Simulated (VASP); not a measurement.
Energy against volume of Li2S (antifluorite). Computed with vdW-DF2, VASP's PBE PAW potentials (set 64) (plane waves; VASP). Settings: 520 eV cut-off, 7×7×7 Γ-centred mesh, Gaussian smearing of 0.050 eV, potentials Li_sv S.

```csv
V (Å³/atom),E (eV/atom)
14.913,-3.02350
15.389,-3.02978
15.865,-3.03193
16.341,-3.03056
```

### Question
Fit these four points and predict the energy of the run at 16.817 Å³/atom.

### Answer
A cubic in V^(−2/3), the third-order Birch-Murnaghan form, passes through the four points with V0 = 15.91 Å³/atom and B0 = 39 GPa, and gives -3.0262 eV/atom there. The run gave -3.0261 eV/atom, +0.1 meV/atom from the fit; all five points give B0 = 39 GPa.

The compound is Li2S in the antifluorite structure. It was relaxed first.
